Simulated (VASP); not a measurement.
Set up this calculation in VASP 6.6.1, as the native input.

| Item | Value |
| --- | --- |
| Task | single point |
| Functional | r2SCAN |
| Potentials or basis | VASP PAW PBE potentials, release 64 (Hf_pv, Ir, Sn_d) |
| Cutoff | 520 eV |
| k mesh | 8 × 8 × 8 |
| Occupations | fermi-dirac, width 0.1 eV |
| Spin | no spin polarisation |
| Dipole correction | no |
| Further INCAR settings | ALGO = Normal; EDIFF = 1e-06; NBANDS = 39 |

HfSnIr4:

```
CELL_PARAMETERS angstrom
0.00000 3.65430 3.65430
3.65430 0.00000 3.65430
3.65430 3.65430 0.00000
ATOMIC_POSITIONS crystal
Hf 0.00000 0.00000 0.00000
Ir 0.62300 0.62300 0.62300
Ir 0.13100 0.62300 0.62300
Ir 0.62300 0.62300 0.13100
Ir 0.62300 0.13100 0.62300
Sn 0.25000 0.25000 0.25000
```

The cell was built by a generator and needn't be a form met in nature.

These files were run (other wordings do the same):

POSCAR

```
HfSnIr4
1.0
    0.0000000000      3.6543031600      3.6543031600
    3.6543031600      0.0000000000      3.6543031600
    3.6543031600      3.6543031600      0.0000000000
Hf Ir Sn
1 4 1
Direct
    0.0000000000      0.0000000000      0.0000000000
    0.6230000000      0.6230000000      0.6230000000
    0.1310000000      0.6230000000      0.6230000000
    0.6230000000      0.6230000000      0.1310000000
    0.6230000000      0.1310000000      0.6230000000
    0.2500000000      0.2500000000      0.2500000000
```

INCAR.step1

```
SYSTEM = HfSnIr4
PREC     = Accurate       ! precision mode
ENCUT    = 520            ! plane-wave cutoff, eV
ISMEAR   = -1             ! smearing method
SIGMA    = 0.1            ! smearing width, eV
LREAL    = .FALSE.        ! projectors in reciprocal space
LASPH    = .TRUE.         ! aspherical terms in the spheres
NELM     = 100            ! most SCF steps
NBANDS   = 39             ! bands
GGA      = PE             ! functional
ALGO     = Normal         ! electronic algorithm
EDIFF    = 1E-4           ! SCF threshold, eV
LWAVE    = .TRUE.         ! write WAVECAR
LCHARG   = .FALSE.        ! write CHGCAR
```

INCAR.step2

```
SYSTEM = HfSnIr4
PREC     = Accurate       ! precision mode
ENCUT    = 520            ! plane-wave cutoff, eV
EDIFF    = 1E-6           ! SCF threshold, eV
ISMEAR   = -1             ! smearing method
SIGMA    = 0.1            ! smearing width, eV
LREAL    = .FALSE.        ! projectors in reciprocal space
LASPH    = .TRUE.         ! aspherical terms in the spheres
NELM     = 100            ! most SCF steps
ALGO     = Normal         ! electronic algorithm
ISIF     = 2              ! what is computed and relaxed
LWAVE    = .FALSE.        ! write WAVECAR
LCHARG   = .FALSE.        ! write CHGCAR
METAGGA  = R2SCAN         ! meta-GGA
LMIXTAU  = .TRUE.       
NBANDS   = 39             ! bands
ISTART   = 1
```

KPOINTS

```
regular mesh
0
G
  8 8 8
  0 0 0
```

Potentials or basis: VASP PAW PBE potentials, release 64 (Hf_pv, Ir, Sn_d).

Launch:

```console
$ cat potpaw_PBE.64/Hf_pv/POTCAR potpaw_PBE.64/Ir/POTCAR potpaw_PBE.64/Sn_d/POTCAR > POTCAR
$ cp INCAR.step1 INCAR
$ mpirun -np 1 vasp_std > vasp.out
$ cp INCAR.step2 INCAR
$ mpirun -np 1 vasp_std > vasp.out
```

Results of the run:

The pressure is 10.8 GPa and the largest force is 1.253 eV/Å. The band gap on the k mesh is none (metal or under the smearing width).

Caveat: the PAW data sets were made with another functional, which shifts forces and pressure a little.

Run time: 7.5 min on 1 thread of Intel(R) Xeon(R) Platinum 8488C (Sapphire Rapids), with other jobs on the host, peak memory 0.33 GiB.
